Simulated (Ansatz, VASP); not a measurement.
# Cross-check of ZrNi5 (ZrNi5 (F-43m)) between VASP and Ansatz

Aim: how closely do two programs agree when they are given the same cell, functional and k mesh? The cell is taken from a series of runs on this material, whose earlier steps may have relaxed, scaled, displaced or heated it; both programs get it as it stands.

Method: plane waves, with VASP 6.6.1 beside it; relaxation of cell and atoms at r2SCAN, in Ansatz 0.2.0.

### 1. The structure

Symmetry: F-43m, No. 216, cubic system. Conventional cell: a = 6.648 Å, b = 6.648 Å, c = 6.648 Å, α = 90.00°, β = 90.00°, γ = 90.00°. Zr has 16 Ni at 2.76 to 2.88 Å nearest. Nearest to Ni lie 12 Ni at 2.75 Å and 4 Zr at 2.88 Å. Nearest to Ni lie 9 Ni at 2.32 to 2.75 Å and 3 Zr at 2.76 Å. Farther neighbours are not listed.

### 2. Ansatz: relaxation of cell and atoms, r2SCAN

Ansatz runs on its PAW soft_1 files.

The relaxed volume is the usual yardstick between codes: in a stiff, nearly cubic crystal its relative difference is about their pressure difference at one cell divided by the bulk modulus.

The input, input.yaml:

```yaml
crystal:
  lattice:
    - [0.0, 3.3238183, 3.3238183]
    - [3.3238183, 0.0, 3.3238183]
    - [3.3238183, 3.3238183, 0.0]
  atoms:
    - { symbol: Zr, position: [0.0, 0.0, 0.0] }
    - { symbol: Ni, position: [0.75, 0.75, 0.75], spin: 1.5 }
    - { symbol: Ni, position: [0.37653004, 0.87040988, 0.37653004], spin: 1.5 }
    - { symbol: Ni, position: [0.37653004, 0.37653004, 0.87040988], spin: 1.5 }
    - { symbol: Ni, position: [0.87040988, 0.37653004, 0.37653004], spin: 1.5 }
    - { symbol: Ni, position: [0.37653004, 0.37653004, 0.37653004], spin: 1.5 }
magnetization:
  spin_polarized: true
basis:
  ecutwfc: 500
  xc_grid: 2
hamiltonian:
  xc: r2scan
  pseudopotentials: { kind: paw, azcp: { folder: soft_1 } }
kpoints:
  mp_grid: { grid: [10, 10, 10] }
scf:
  occupations: { method: fermi_dirac, width: 0.05 }
  max_iter: 150
output:
  forces: true
  stress: true
relax:
  f_tol: 0.01
  max_steps: 60
  cell: {}
checkpoint:
  write: "../r2scan.run"
  compress: false
  write_wavefunctions: false
  write_every: 100000
```

Launch:

```sh
$ ansatz run input.yaml --threads 4 --pin off --max-ram 6594MiB --backend cpu --events-out ev --progress --plain --runs-dir out
```

Numbers of over 12 decimals in the logs are rounded to 6 here.

Output:

```text
Engine: ansatz 0.2.0, x86_64-unknown-linux-gnu
Pseudopotentials: kind: paw
Pseudopotential: Zr, paw, valence charge 12, recommended cutoff 500 eV (meta_gga), soft_1/Zr.paw.azcp
Pseudopotential: Ni, paw, valence charge 18, recommended cutoff 500 eV (meta_gga), soft_1/Ni.paw.azcp
Functional definition: r2SCAN
  parameter k0 = 0.174
  parameter k1 = 0.065
  parameter a1 = 4.9479
  exchange = r2scan_x(k0 = k0, k1 = k1, a1 = a1)
  correlation = r2scan_c
Crystal: 6 atoms, lattice volume = 73.442 Å³
Basis set: ecut = 500 eV, 1837 PW (Γ), exchange–correlation on 72×72×72 points (8 copies of the dense FFT grid, shifted against one another)
Bands: 66, of which v1, the nominal top of the filled ones, is band 51 counted from 1 (50 counted from 0)
Symmetry: 24 space group operations
Space group: F-43m (ITA 216), of the structure as read, at distance tolerance 4.2e-5 Å
Magnetic group: BNS 216.74 (UNI 1576), of the structure as read, at distance tolerance 4.2e-5 Å
k-points: 47 of 1000 (time reversal used)
Non-local potential: Zr, projectors of the file, l = 0: 3, l = 1: 2, l = 2: 2, l = 3: 1
Non-local potential: Ni, projectors of the file, l = 0: 3, l = 1: 2, l = 2: 3, l = 3: 1
PAW form: soft (Blöchl's): semilocal exchange-correlation on the pseudo side does not see the compensation charge
PAW frozen core: Zr, regenerated for the run's functional (the file was generated under x = pbe(κ = 0.804, μ = 0.219515), c = pbe(β = 0.066725))
PAW frozen core: Ni, regenerated for the run's functional (the file was generated under x = pbe(κ = 0.804, μ = 0.219515), c = pbe(β = 0.066725))
PAW one-centre angular grid: Zr, 590 points (default); XC on 160 Gauss nodes
PAW one-centre angular grid: Ni, 590 points (default); XC on 160 Gauss nodes
Initial density: superposition of atomic densities (chi_scale 0.1, normalization cell, long waves kept (reshape's long-wave potential 0.00 eV rms))
Starting moments: Σ|m| = 7.5 μB on 5 of 6 sites
Initial wavefunctions: pseudopotential atomic-orbital guess
Functional: x = r2scan, c = r2scan; τ floored in thin density (d = 2e-4 eV/Å³)
SCF iter   1: F=—  HF=-33420.827508 eV  |F-HF|=—  |Δ(HF+E_count)|=         —  Δρ=8.21e-2 (↑8.21e-2 ↓6.93e-2)  dr2=1.09e1  dr2_τ=5.30e-2  dr2_m=2.14e-1  M=5.639 μB ∫|m|=6.625 μB  β_m=1.00  ethr=3.10e-3  ⟨swp⟩=4.9  Hψ=22997  notcnv=0  defer=13
Mixer restart at iter 1: flushing history
preconditioner: auto → Kerker (q_TF=auto, 2.882 Å⁻¹)  [metal: Δε(μ)=0.002 eV  Ē_g=10.887 eV  σ=0.050 eV  W_gap=0.01  n_scr=26 (ndim 8)  ℏωp=33.6 eV  f_vac=0.000  D(μ)=10.81/eV (n_scr^D=168)]
spin=Collinear: Kerker preconditioning applied to the charge; magnetization (m = ρ↑ − ρ↓) channel mixes plain (no charge-response kernel on spin).
SCF iter   2: F=—  HF=-33417.516048 eV  |F-HF|=—  |Δ(HF+E_count)|=    3.31e0  Δρ=2.55e-2 (↑2.05e-2 ↓2.55e-2)  dr2=2.75e-1  dr2_τ=4.22e-2  dr2_m=2.37e-1  M=4.518 μB ∫|m|=6.143 μB  β_m=1.00  ethr=3.10e-3  ⟨swp⟩=3.0  Hψ=10945  notcnv=0  defer=563  κ⁻¹=1.0e0(r=1)
SCF iter   3: F=—  HF=-33419.437453 eV  |F-HF|=—  |Δ(HF+E_count)|=         —  Δρ=5.94e-2 (↑5.94e-2 ↓2.89e-2)  dr2=1.65e0  dr2_τ=1.01e-2  dr2_m=9.49e-1  M=3.588 μB ∫|m|=5.078 μB  β_m=1.00  ethr=2.70e-4  ⟨swp⟩=3.1  Hψ=10828  notcnv=0  defer=622
Mixer restart at iter 3: flushing history
SCF iter   4: F=—  HF=-33423.685087 eV  |F-HF|=—  |Δ(HF+E_count)|=    4.25e0  Δρ=1.48e-1 (↑5.00e-2 ↓1.48e-1)  dr2=1.94e1  dr2_τ=4.99e-2  dr2_m=1.79e0  M=1.924 μB ∫|m|=3.343 μB  β_m=0.65  ethr=4.90e-5  ⟨swp⟩=3.7  Hψ=16622  notcnv=0  defer=622
SCF iter   5: F=—  HF=-33422.837053 eV  |F-HF|=—  |Δ(HF+E_count)|=   8.48e-1  Δρ=4.15e-2 (↑1.05e-2 ↓4.15e-2)  dr2=2.08e0  dr2_τ=5.73e-2  dr2_m=2.37e-1  M=1.977 μB ∫|m|=3.298 μB  β_m=1.00  ethr=4.90e-5  ⟨swp⟩=5.0  Hψ=19478  notcnv=0  defer=624  κ⁻¹=1.0e0(r=1)
SCF iter   6: F=—  HF=-33423.187807 eV  |F-HF|=—  |Δ(HF+E_count)|=   3.51e-1  Δρ=2.21e-2 (↑1.02e-2 ↓2.21e-2)  dr2=1.06e0  dr2_τ=9.60e-4  dr2_m=3.48e-2  M=1.799 μB ∫|m|=3.026 μB  β_m=1.00  ethr=4.90e-5  ⟨swp⟩=3.0  Hψ=13320  notcnv=0  defer=623  κ⁻¹=1.4e-2(r=2)
SCF iter   7: F=—  HF=-33423.285009 eV  |F-HF|=—  |Δ(HF+E_count)|=   9.72e-2  Δρ=9.28e-3 (↑6.72e-3 ↓9.28e-3)  dr2=2.84e-1  dr2_τ=6.01e-4  dr2_m=4.52e-3  M=1.665 μB ∫|m|=2.759 μB  β_m=1.00  ethr=4.90e-5  ⟨swp⟩=2.6  Hψ=11644  notcnv=0  defer=623  κ⁻¹=2.5e-3(r=3)
SCF iter   8: F=—  HF=-33423.170873 eV  |F-HF|=—  |Δ(HF+E_count)|=   1.14e-1  Δρ=1.26e-2 (↑7.64e-3 ↓1.26e-2)  dr2=1.50e-1  dr2_τ=6.72e-4  dr2_m=7.06e-3  M=1.518 μB ∫|m|=2.357 μB  β_m=1.00  ethr=4.90e-5  ⟨swp⟩=3.0  Hψ=12995  notcnv=0  defer=623  κ⁻¹=1.1e-4(r=4)
[...]
SCF 2 converged in 12 iterations: F = -33423.351275 eV  dr2 = 7.08e-9
relax step   2: F+E_penalty+E_count = -33423.35127460 eV  Δ(F+E_penalty+E_count) = +5.379e-6 eV  max|allowed force component| = 6.251e-3 eV/Å  Δτ_max = 0.0002 Å  P = +0.038 GPa  Ω = 73.476 Å³  energy of the carried Pulay correction = -3.323e-5 eV  (12 SCF iters, dr2 threshold 4.39e-8 eV, accepted)
Initial wavefunctions: pseudopotential atomic-orbital guess (no wavefunctions were taken with the density)
[...]
preconditioner: auto → Kerker (q_TF=auto, 2.140 Å⁻¹)  [metal: Δε(μ)=0.002 eV  Ē_g=11.021 eV  σ=0.050 eV  W_gap=0.01  n_scr=14 (ndim 8)  ℏωp=33.6 eV  f_vac=0.000  D(μ)=4.02/eV (n_scr^D=50)]
spin=Collinear: Kerker preconditioning applied to the charge; magnetization (m = ρ↑ − ρ↓) channel mixes plain (no charge-response kernel on spin).
[...]
SCF iter   6: F=—  HF=-33423.351323 eV  |F-HF|=—  |Δ(HF+E_count)|=   1.56e-8  Δρ=1.63e-6 (↑1.29e-6 ↓1.63e-6)  dr2=4.02e-9  dr2_τ=6.86e-12  dr2_m=6.15e-11  M=1.544 μB ∫|m|=2.421 μB  β_m=1.00  ethr=6.31e-11  ⟨swp⟩=2.0  Hψ=8067  notcnv=0  κ⁻¹=3.9e-7(r=5)
SCF iter   7: F=—  HF=-33423.351323 eV  |F-HF|=—  |Δ(HF+E_count)|=  5.60e-10  Δρ=9.35e-7 (↑7.08e-7 ↓9.35e-7)  dr2=1.19e-9  dr2_τ=2.57e-12  dr2_m=3.17e-11  M=1.544 μB ∫|m|=2.421 μB  β_m=1.00  ethr=3.94e-12  ⟨swp⟩=1.2  Hψ=6250  notcnv=0  κ⁻¹=3.6e-7(r=6)
SCF iter   8: F=—  HF=-33423.351323 eV  |F-HF|=—  |Δ(HF+E_count)|=  2.33e-10  Δρ=4.86e-7 (↑3.70e-7 ↓4.86e-7)  dr2=3.50e-10  dr2_τ=8.26e-13  dr2_m=7.12e-12  M=1.544 μB ∫|m|=2.421 μB  β_m=1.00  ethr=1.17e-12  ⟨swp⟩=1.3  Hψ=6247  notcnv=0  κ⁻¹=3.0e-7(r=7)
SCF iter   9: F=—  HF=-33423.351323 eV  |F-HF|=—  |Δ(HF+E_count)|=  2.91e-11  Δρ=1.59e-7 (↑7.03e-8 ↓1.59e-7)  dr2=2.96e-11  dr2_τ=8.21e-14  dr2_m=2.95e-12  M=1.544 μB ∫|m|=2.421 μB  β_m=1.00  ethr=1.00e-12  ⟨swp⟩=1.0  Hψ=6204  notcnv=0  κ⁻¹=3.3e-8(r=8)
SCF iter  10: F=—  HF=-33423.351323 eV  |F-HF|=—  |Δ(HF+E_count)|=  7.28e-12  Δρ=1.46e-7 (↑6.36e-8 ↓1.46e-7)  dr2=2.60e-11  dr2_τ=8.04e-14  dr2_m=2.49e-12  M=1.544 μB ∫|m|=2.421 μB  β_m=1.00  ethr=1.00e-12  ⟨swp⟩=1.0  Hψ=6204  notcnv=0  κ⁻¹=1.2e-8(r=8)
SCF iter  11: F=—  HF=-33423.351323 eV  |F-HF|=—  |Δ(HF+E_count)|=  2.91e-11  Δρ=1.56e-7 (↑7.66e-8 ↓1.56e-7)  dr2=1.98e-11  dr2_τ=1.38e-13  dr2_m=4.85e-12  M=1.544 μB ∫|m|=2.421 μB  β_m=1.00  ethr=1.00e-12  ⟨swp⟩=1.0  Hψ=6204  notcnv=0  κ⁻¹=5.0e-8(r=8)
SCF iter  12: F=—  HF=-33423.351323 eV  |F-HF|=—  |Δ(HF+E_count)|=  7.28e-12  Δρ=1.21e-7 (↑5.79e-8 ↓1.21e-7)  dr2=9.06e-12  dr2_τ=1.00e-13  dr2_m=3.42e-12  M=1.544 μB ∫|m|=2.421 μB  β_m=1.00  ethr=1.00e-12  ⟨swp⟩=1.0  Hψ=6204  notcnv=0  κ⁻¹=6.3e-8(r=8)
SCF iter  13: F=—  HF=-33423.351323 eV  |F-HF|=—  |Δ(HF+E_count)|=  1.46e-11  Δρ=8.57e-8 (↑5.97e-8 ↓8.57e-8)  dr2=5.01e-12  dr2_τ=4.06e-14  dr2_m=1.77e-12  M=1.544 μB ∫|m|=2.421 μB  β_m=1.00  ethr=1.00e-12  ⟨swp⟩=1.0  Hψ=6204  notcnv=0  κ⁻¹=5.9e-8(r=8)
SCF iter  14: F=—  HF=-33423.351323 eV  |F-HF|=—  |Δ(HF+E_count)|=  1.46e-11  Δρ=5.73e-8 (↑5.01e-8 ↓5.73e-8)  dr2=4.55e-12  dr2_τ=1.85e-14  dr2_m=2.63e-13  M=1.544 μB ∫|m|=2.421 μB  β_m=1.00  ethr=1.00e-12  ⟨swp⟩=1.0  Hψ=6204  notcnv=0  κ⁻¹=1.2e-6(r=8)
SCF iter  15: F=-33423.351323 eV  HF=-33423.351323 eV  |F-HF|=4.37e-11  |Δ(HF+E_count)|=  1.46e-11  Δρ=1.73e-7 (↑1.35e-7 ↓1.73e-7)  dr2=5.75e-11  dr2_τ=1.35e-13  dr2_m=4.17e-13  M=1.544 μB ∫|m|=2.421 μB  ethr=1.00e-12  ⟨swp⟩=2.3  Hψ=17716  notcnv=0
SCF 3 converged in 15 iterations: F = -33423.351323 eV  dr2 = 5.75e-11
relax step   3: F+E_penalty+E_count = -33423.35132265 eV  Δ(F+E_penalty+E_count) = -4.805e-5 eV  max|allowed force component| = 6.248e-3 eV/Å  Δτ_max = 0.0000 Å  P = +0.039 GPa  Ω = 73.476 Å³  stress off target by 3.87e-2 GPa  SCF on the basis re-selected at this cell (its energy is not comparable with the rows above)  (15 SCF iters)
basis re-selected at this cell: Δ(F+E_penalty+E_count) = -4.805e-5 eV, ΔP = +0.001 GPa vs the last step (what re-selecting the basis moved, of the pressure what is left beyond the Pulay correction that the steps carried, after the strain that the cell walked since its last selection, with what the two solves' SCF thresholds leave and, on support functions, any second-order correction that the steps lacked; it is no m [...]
SCF converged after 15 iterations
Stability not checked: this state was not tested for a lower state beside it, because the mixer in use, unlike msr1, does not test its closes by its own steps (another_mixer; see scf.mixing.algorithm and scf.lower_state_search)
Magnetization: 1.5444 μB (51.7722 up, 50.2278 down)
Absolute magnetization: 2.4232 μB (∫|ρ↑−ρ↓|, with the PAW one-centre terms)
Spin contamination: 0.1318 ħ² per cell (⟨S²⟩ above its minimum at these occupations)
Per-site moments (μB) at R_I (Å): [(-0.113092, 1.138289), (0.691346, 1.135783), (0.315185, 0.957893), (0.315185, 0.957893), (0.315185, 0.957893), (0.315185, 0.957893)]
Free energy (F): -33423.351323 eV
Harris-Foulkes:  -33423.351323 eV  (|F-HF|=4.37e-11)
Internal energy: -33423.317145 eV  (E = F + TS)
E sigma→0 (E₀):  -33423.334234 eV
Entropy (-TS):   -0.034177 eV (-5.696 meV/atom)
Fermi energy:    17.589625 eV
--- Per-component energies (eV) ---
  E_band       = -1641.196401
  E_kinetic    = 2020.195032
  E_local      = -15907.318761  (includes V_loc(G=0)·N_el)
  E_nonlocal   = -494.126488
  E_hartree    = 8467.971000
  E_xc         = -695.267843
  E_vxc        = -1008.850980  (∫ρ·V_xc dr)
  E_paw        = -11332.856319  (= ΣΔE_a)
  E_vpaw       = -3253.843917  (= ΣTr[D̂ρ^β])
  E_aug_tail   = 0.002389  (compensation charges beyond the density's cutoff)
  E_vtau       = 66.803046  (kinetic-family band-sum trace: ∫τ·v_τ [+ j·A + Jᵃ·Aᵃ] dr)
  E_ewald      = -15480.251075
  E_core_change = -1.665079  (= ΣΔE_core)
  E_smearing   = -0.034177  (= −TS)
  E_closure    = -0.000000  (closes the sum)
  Σ components = -33423.351323   (vs F -33423.351323, Δ=0.00e0)
--- Forces (eV/Å), atoms counted from 1 ---
  atom   1  Zr     0.00000000    -0.00000000     0.00000000
  atom   2  Ni     0.00000000    -0.00000000     0.00000000
  atom   3  Ni     0.00624760    -0.00624760     0.00624760
  atom   4  Ni     0.00624760     0.00624760    -0.00624760
  atom   5  Ni    -0.00624760     0.00624760     0.00624760
  atom   6  Ni    -0.00624760    -0.00624760    -0.00624760
  max |Σ_I F_I| component: 1.15e-16 eV/Å
--- Stress (GPa, compression-positive) ---
        0.038722       0.000000       0.000000
        0.000000       0.038722       0.000000
        0.000000      -0.000000       0.038722
  P = ⅓ Tr σ = 0.0387 GPa (0.387 kbar)
--- Relaxed structure (2 steps of the walk, 2 accepted, 1 SCFs on fresh bases) ---
  F+E_penalty+E_count = -33423.35132265 eV   max|allowed force component| = 6.248e-3 eV/Å   (the final SCF, on the basis selected at the relaxed cell)
  cell:  # Å, volume = 73.4762 Å³
    - [0, 3.324341, 3.324341]
    - [3.324341, 0, 3.324341]
    - [3.324341, 3.324341, 0]
  atoms:
    - { symbol: Zr, position: [0, 0, 0] }
    - { symbol: Ni, position: [0.750000, 0.750000, 0.750000] }
    - { symbol: Ni, position: [0.376515, 0.870454, 0.376515] }
    - { symbol: Ni, position: [0.376515, 0.376515, 0.870454] }
    - { symbol: Ni, position: [0.870454, 0.376515, 0.376515] }
    - { symbol: Ni, position: [0.376515, 0.376515, 0.376515] }
```

The column dr2 measures how far the density is from self-consistency, as an energy; F and HF (Harris–Foulkes) agree once it is small.

[end of part 1 of 2]

[Lines on the potential files, build, host, timing and source positions are cut from VASP's logs without a mark.]

[Logs are printed without paths, hosts, clocks, repeated set-up lines and the standing remarks that a program may print on its own settings, such as how far it seeks lower states.]

[Hosts, paths, dates, database ids (printed as entryN), source tags and the programs' standing remarks are cut or masked in the printed files.]
